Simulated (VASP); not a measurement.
# Si2Mo: which input changes matter, part 3 of 3

Which changes to a sound input spoil a run on Si2Mo, which are harmless, and which give a warning? All runs use PBE. The start is a cell from a database of measured crystal structures.

VASP 6.6.1; PBE; plane waves and PAW (Si, Mo_sv).

So far. Step 5 (Total energy, forces and stress (PBE), changed input …): Against the reference run the energy at zero smearing moves by +0.03 meV an atom and the pressure by -0.01 GPa. Step 6 (Full relaxation (PBE), changed input): It ends with a largest force of 0.001 eV/Å and a pressure of 0.01 GPa.

The database entry behind the starting cell is an old determination (1927), so it need not match the best structure at ambient conditions.

**7. Relaxing cell and atoms (PBE), changed input**

This run is made with a changed input; what comes of it follows.

Contents of INCAR:

```
SYSTEM = Si2Mo
PREC = Accurate
ENCUT = 400
EDIFF = 1E-06
NELM = 61
ISMEAR = -1
SIGMA = 0.05
LREAL = .FALSE.
ALGO = Normal
GGA = PE
NBANDS = 9
LASPH = .TRUE.
LORBIT = 11
LWAVE = .FALSE.
LCHARG = .FALSE.
KPAR = 4
IBRION = 2
NSW = 30
ISIF = 3
EDIFFG = -0.01
```

Contents of POSCAR:

```
Si2Mo
1.0
   -3.2000000000      0.0000000000      0.0000000000
    0.0000000000      3.2000000000      0.0000000000
    1.6000000000     -1.6000000000     -3.9305000000
Si Mo
2 1
Direct
    0.6670000000      0.6670000000      0.3340000000
    0.3330000000      0.3330000000      0.6660000000
    0.0000000000      0.0000000000      0.0000000000
```

Contents of KPOINTS:

```
Automatic mesh
0
Gamma
8 8 8
0 0 0
```

The projector-augmented-wave data sets are Si and Mo_sv (PBE family, release 64).

Command:

```bash
$ mpirun -np 4 vasp_std
```

What it wrote:

```text
[banner, memory and clock lines left out]
running    4 mpi-ranks, on    1 nodes
[...]
LDA part: xc-table for (Slater+PW92), standard interpolation
|                                                                             |
|     EEEEEEE  RRRRRR   RRRRRR   OOOOOOO  RRRRRR      ###     ###     ###     |
|     E        R     R  R     R  O     O  R     R     ###     ###     ###     |
|     E        R     R  R     R  O     O  R     R     ###     ###     ###     |
|     EEEEE    RRRRRR   RRRRRR   O     O  RRRRRR       #       #       #      |
|     E        R   R    R   R    O     O  R   R                               |
|     E        R    R   R    R   O     O  R    R      ###     ###     ###     |
|     EEEEEEE  R     R  R     R  OOOOOOO  R     R     ###     ###     ###     |
|                                                                             |
|     The number of bands is not sufficient to hold all electrons. I am       |
|     sorry, but this calculation does not make sense. If you want to         |
|     calculate only selected states, you need to set either EFERMI or        |
|     EREF. EREF specifies around which energy states are supposed to be      |
|     calculated.                                                             |
|     I found NBANDS = 9, NELECT = 22.                                        |
|                                                                             |
|       ---->  I REFUSE TO CONTINUE WITH THIS SICK JOB ... BYE!!! <----       |
|                                                                             |

1
1
1
1
```

Wall time 4.8 s (4 MPI ranks of Intel Xeon Platinum 8259CL at 2.50GHz (Skylake/Cascade Lake), shared host).

The input was rejected at the start.

VASP's message: “The number of bands is not sufficient to hold all electrons. I am sorry, but this calculation does not make sense. If you want to”. No number of this run is used.

The fault in the input: too few bands (NBANDS = 9). Raise NBANDS over half the electron count, with some empty bands.

**8. A single point (PBE), changed input**

A single point gives energy, forces and stress at these settings. Some settings are moved from the usual, to see what they do.

Contents of INCAR:

```
SYSTEM = Si2Mo
PREC = Accurate
ENCUT = 400
EDIFF = 1E-06
NELM = 100
ISMEAR = -1
SIGMA = 0.05
LREAL = .FALSE.
ALGO = Normal
GGA = PE
NBANDS = 15
LASPH = .TRUE.
LORBIT = 11
LWAVE = .FALSE.
LCHARG = .FALSE.
KPAR = 4
ISIF = 2
```

POSCAR is that of step 7.

Contents of KPOINTS:

```
Automatic mesh
0
Gamma
3 3 3
0 0 0
```

Command:

```bash
$ mpirun -np 4 vasp_std
```

What it wrote:

```text
[... set-up lines as in an earlier step ...]
 entering main loop
       N       E                     dE             d eps       ncg     rms          rms(c)
DAV:   1     0.111747938994E+03    0.11175E+03   -0.98585E+03   180   0.116E+03
DAV:   2    -0.212611449551E+02   -0.13301E+03   -0.13144E+03   229   0.306E+02
DAV:   3    -0.238264142839E+02   -0.25653E+01   -0.25627E+01   250   0.409E+01
DAV:   4    -0.238375385333E+02   -0.11124E-01   -0.11123E-01   208   0.316E+00
DAV:   5    -0.238376452933E+02   -0.10676E-03   -0.10675E-03   243   0.261E-01    0.211E+01
DAV:   6    -0.231748315348E+02    0.66281E+00   -0.82783E+00   187   0.186E+01    0.505E+00
DAV:   7    -0.230157982170E+02    0.15903E+00   -0.18275E+00   187   0.812E+00    0.519E+00
DAV:   8    -0.229576759131E+02    0.58122E-01   -0.28772E-01   215   0.398E+00    0.674E-01
DAV:   9    -0.229548697320E+02    0.28062E-02   -0.11478E-02   187   0.706E-01    0.265E-01
DAV:  10    -0.229548086168E+02    0.61115E-04   -0.95331E-04   222   0.273E-01    0.780E-02
DAV:  11    -0.229547939485E+02    0.14668E-04   -0.21382E-04   194   0.112E-01    0.431E-02
DAV:  12    -0.229547893970E+02    0.45516E-05   -0.50048E-05   222   0.440E-02    0.132E-02
DAV:  13    -0.229547879399E+02    0.14570E-05   -0.58696E-06   207   0.201E-02    0.362E-03
DAV:  14    -0.229547877857E+02    0.15423E-06   -0.53981E-07    97   0.578E-03
   1 F= -.22954788E+02 E0= -.22943634E+02  d E =-.223066E-01
```

Wall time 3.6 s (4 MPI ranks); peak memory 0.51 GiB.

Parts of OUTCAR (step 8):

```text
   k-points           NKPTS =      6   k-points in BZ     NKDIM =      6   number of bands    NBANDS=     15

   NELECT =      22.0000    total number of electrons

 E-fermi :  12.7656

 k-point     1 :       0.0000    0.0000    0.0000
  band No.  band energies     occupation
    ...
      7       8.8054      2.00000
      8       9.2702      2.00000
      9       9.6464      2.00000
     10       9.6464      2.00000
     11      12.7245      1.38945
     12      15.3571      0.00000
     13      15.3796      0.00000
     14      15.8989      0.00000
     15      15.8989      0.00000

  Total        1.1149789      1.1149789      0.9355379      0.0000000      0.0000000     -0.0000000
  in kB       44.3843117     44.3843117     37.2412487      0.0000000      0.0000000     -0.0000000
  external PRESSURE =      42.0032907 kB  Pullay stress =       0.0000000 kB

 POSITION                                       TOTAL-FORCE (eV/Angst)
 -----------------------------------------------------------------------------------
     -1.60000      1.60000     -1.31279         0.000000     -0.000000      0.069323
      0.00000      0.00000     -2.61771        -0.000000      0.000000     -0.069323
      0.00000      0.00000      0.00000        -0.000000     -0.000000      0.000000
 -----------------------------------------------------------------------------------
    total drift:                                0.000000     -0.000000     -0.000000

  FREE ENERGIE OF THE ION-ELECTRON SYSTEM (eV)
  ---------------------------------------------------
  free  energy   TOTEN  =       -22.9547877857 eV

  energy  without entropy=      -22.9324811967  energy(sigma->0) =      -22.94363449

[... 6 parts as in an earlier step ...]

[... 10 further parts left out ...]
```

The run converged; its settings lie outside those of the reference runs, so its numbers are set aside.

Against the sound run on this cell (reference run) the energy at zero smearing moves by +102.7 meV an atom and the pressure by +2.20 GPa.

Settings moved from the usual: k-mesh = 3×3×3 and NBANDS = 15.

The mesh holds 6 irreducible points against 59.

**9. Relaxing cell and atoms (PBE)**

Properties are meant for the cell that this level of theory prefers, so cell and atoms are relaxed first (ISIF = 3) until forces and stress are small; EDIFFG sets the threshold.

INCAR, as its differences from that of step 8:

```diff
@@ -10,3 +10,3 @@
 GGA = PE
-NBANDS = 15
+NBANDS = 17
 LASPH = .TRUE.
@@ -16,2 +16,5 @@
 KPAR = 4
-ISIF = 2
+IBRION = 2
+NSW = 60
+ISIF = 3
+EDIFFG = -0.01
```

POSCAR is that of step 8.

Contents of KPOINTS:

```
Automatic mesh
0
Gamma
8 8 8
0 0 0
```

Command:

```bash
$ mpirun -np 4 vasp_std
```

What it wrote:

```text
[... set-up lines as in an earlier step ...]
 entering main loop
       N       E                     dE             d eps       ncg     rms          rms(c)
[... 11 cycles as in an earlier step ...]
DAV:  12    -0.232525730539E+02    0.26619E-05   -0.20820E-05  2174   0.326E-02    0.696E-03
DAV:  13    -0.232525725878E+02    0.46619E-06   -0.52689E-07  1135   0.661E-03
   1 F= -.23252573E+02 E0= -.23251738E+02  d E =-.232526E+02
 curvature:   0.00 expect dE= 0.000E+00 dE for cont linesearch  0.000E+00
 trial: gam= 0.00000 g(F)=  0.923E-02 g(S)=  0.138E-01 ort = 0.000E+00 (trialstep = 0.100E+01)
 search vector abs. value=  0.230E-01
 bond charge predicted
       N       E                     dE             d eps       ncg     rms          rms(c)
DAV:   1    -0.234123016517E+02   -0.15973E+00   -0.34450E+00  2092   0.184E+01    0.420E+00
DAV:   2    -0.232865485431E+02    0.12575E+00   -0.13206E+00  2076   0.802E+00    0.116E+00
DAV:   3    -0.232584280879E+02    0.28120E-01   -0.12836E-01  2061   0.195E+00    0.375E-01
DAV:   4    -0.232560932355E+02    0.23349E-02   -0.98342E-03  2357   0.807E-01    0.206E-01
DAV:   5    -0.232561610912E+02   -0.67856E-04   -0.75605E-04  2416   0.221E-01    0.147E-01
DAV:   6    -0.232561383578E+02    0.22733E-04   -0.24474E-04  2237   0.833E-02    0.121E-02
DAV:   7    -0.232561369666E+02    0.13913E-05   -0.62589E-06  2263   0.166E-02    0.478E-03
DAV:   8    -0.232561369463E+02    0.20295E-07   -0.37794E-07  1103   0.334E-03
   2 F= -.23256137E+02 E0= -.23255493E+02  d E =-.356436E-02
[...]
3 F= -.23259293E+02 E0= -.23258594E+02  d E =-.672079E-02
[...]
4 F= -.23260755E+02 E0= -.23260165E+02  d E =-.146126E-02
[...]
5 F= -.23261017E+02 E0= -.23260405E+02  d E =-.172385E-02
 curvature:  -0.40 expect dE=-0.103E-03 dE for cont linesearch -0.532E-08
 trial: gam= 0.04782 g(F)=  0.185E-04 g(S)=  0.239E-03 ort =-0.915E-05 (trialstep = 0.867E+00)
 search vector abs. value=  0.271E-03
 bond charge predicted
       N       E                     dE             d eps       ncg     rms          rms(c)
DAV:   1    -0.232615812745E+02   -0.56322E-03   -0.19934E-02  2139   0.119E+00    0.117E-01
DAV:   2    -0.232611990113E+02    0.38226E-03   -0.74159E-04  2248   0.197E-01    0.595E-02
DAV:   3    -0.232610992307E+02    0.99781E-04   -0.26089E-04  2417   0.115E-01    0.228E-02
DAV:   4    -0.232610948302E+02    0.44005E-05   -0.22093E-05  2192   0.328E-02    0.858E-03
DAV:   5    -0.232610945554E+02    0.27485E-06   -0.13877E-06  1609   0.697E-03
   6 F= -.23261095E+02 E0= -.23260478E+02  d E =-.773260E-04
 trial-energy change:   -0.000077  1 .order   -0.000082   -0.000223    0.000058
 step:   0.6707(harm=  0.6870)  dis= 0.00081  next Energy=   -23.261101 (dE=-0.840E-04)
 reached required accuracy - stopping structural energy minimisation
```

Elapsed: 30 s, on 4 MPI ranks; peak memory 0.61 GiB.

From OUTCAR (step 9):

```text
   NELECT =      22.0000    total number of electrons

 E-fermi :  12.0349

 k-point     1 :       0.0000    0.0000    0.0000
  band No.  band energies     occupation
    ...
      6       5.7737      2.00000
      7       8.6710      2.00000
      8       9.0970      2.00000
      9       9.5061      2.00000
     10       9.5061      2.00000
     11      12.4523      0.00047
     12      15.1732      0.00000
     13      15.3356      0.00000
     14      15.5621      0.00000
     15      15.5621      0.00000
    ...

  Total        0.0163300      0.0163300     -0.0223103      0.0000000     -0.0000000      0.0000000
  in kB        0.6431048      0.6431048     -0.8786193      0.0000000     -0.0000000      0.0000000
  external PRESSURE =       0.1358634 kB  Pullay stress =       0.0000000 kB

 POSITION                                       TOTAL-FORCE (eV/Angst)
 -----------------------------------------------------------------------------------
     -1.60771      1.60771     -1.29687        -0.000000      0.000000     -0.003807
      0.00000      0.00000     -2.63806         0.000000     -0.000000      0.003807
      1.60771      1.60771     -3.93494         0.000000      0.000000      0.000000
 -----------------------------------------------------------------------------------
    total drift:                                0.000000      0.000000     -0.000000

  FREE ENERGIE OF THE ION-ELECTRON SYSTEM (eV)
  ---------------------------------------------------
  free  energy   TOTEN  =       -23.2610945554 eV

  energy  without entropy=      -23.2598618367  energy(sigma->0) =      -23.26047820

[... 9 parts as in an earlier step ...]

[... 9 further parts left out ...]
```

CONTCAR:

```
Si2Mo
   1.00000000000000
    -3.2154280967563915   -0.0000000000000000    0.0000000000000000
    -0.0000000000000000    3.2154280967563915    0.0000000000000000
     1.6077140483781958   -1.6077140483781958   -3.9349388766852385
  Si              Mo
     2     1
Direct
     0.6647896979548171    0.6647896979548171    0.3295793959096344
     0.3352103020451829    0.3352103020451829    0.6704206040903657
     0.0000000000000000    1.0000000000000000    1.0000000000000000
```

Relaxation path:

```csv
step,energy less that of the first step (eV),largest force (eV/Å),pressure (GPa),volume (Å³)
1,0.0000,0.3094,2.00,40.25
2,-0.0036,0.0698,-2.73,41.23
3,-0.0067,0.1664,-0.87,40.83
4,-0.0082,0.0469,0.38,40.63
5,-0.0084,0.0139,0.02,40.68
6,-0.0085,0.0038,0.01,40.68
```

```
conventional cell, symmetrised  before  after  change
                         a (Å)   3.200  3.215  +0.5 %
                         b (Å)   3.200  3.215  +0.5 %
                         c (Å)   7.861  7.870  +0.1 %
              volume (Å³/atom)   13.42  13.56  +1.1 %
```

The atoms that moved most (Å, as changes of fractional coordinates times the final cell):

```csv
atom,dx,dy,dz,length
Si2,0.000,0.000,-0.017,0.017
Si1,0.000,0.000,0.017,0.017
```

Final coordinates:

```xyz
3
Lattice="-3.2154 0.0000 0.0000 0.0000 3.2154 0.0000 1.6077 -1.6077 -3.9349" Properties=species:S:1:pos:R:3 pbc="T T T"
Si   -1.6077    1.6077   -1.2969
Si    0.0000    0.0000   -2.6381
Mo    0.0000    0.0000    0.0000
```

Numbers from this step:

- Fermi energy: 12.03 eV
- pressure: 0.01359 GPa
- SCF cycles over all ionic steps: 45

It ends with a largest force of 0.004 eV/Å and a pressure of 0.01 GPa.

**10. The runs together**

| changed | job | ended | energy (meV/atom) | pressure (GPa) | volume (%) |
| --- | --- | --- | --- | --- | --- |
| ISMEAR = 1, SIGMA = 0.1 | single point | converged | -0.03 | -0.01 | - |
| cell typed in bohr | single point | converged | - | - | - |
| ISMEAR = 0, SIGMA = 0.2, ALGO = VeryFast | single point | converged | +0.03 | -0.01 | - |
| EDIFF = 1e-05 | relaxation | converged | - | - | -0.0 |
| NBANDS = 9 | relaxation | refused | - | - | - |
| k = 3×3×3, NBANDS = 15 | single point | converged | +102.70 | +2.20 | - |

**11. Summary of results**

```
ISMEAR = 1, SIGMA = 0.1 (single point)                  : converged, -0.03 meV/atom
cell typed in bohr (single point)                       : converged
ISMEAR = 0, SIGMA = 0.2, ALGO = VeryFast (single point) : converged, +0.03 meV/atom
EDIFF = 1e-05 (relaxation)                              : converged, volume -0.0 %
NBANDS = 9 (relaxation)                                 : refused
k = 3×3×3, NBANDS = 15 (single point)                   : converged, +102.70 meV/atom
```

In words: Changes that show themselves, by a stop, a warning or no convergence: NBANDS = 9. Changes that converge quietly and move the result by over 10 meV an atom or 1 % in volume: k = 3×3×3, NBANDS = 15. Changes that converge quietly but describe another system or model: cell typed in bohr. These are the ones to fear, since the run ends as usual. Changes with no effect beyond 1 meV an atom and 0.1 GPa here: ISMEAR = 1, SIGMA = 0.1; ISMEAR = 0, SIGMA = 0.2, ALGO = VeryFast. Differences of single points are from the reference run, and of volumes from the sound relaxation.

[Lines on the potential files, build, host, timing and source positions are cut from VASP's logs without a mark.]

[Logs are printed without paths, hosts, clocks, repeated set-up lines and the standing remarks that a program may print on its own settings, such as how far it seeks lower states.]

[Hosts, paths, dates, database ids (printed as entryN), source tags and the programs' standing remarks are cut or masked in the printed files.]

[A measured line is paired with the nearest computed mode of its activity, which favours agreement.]
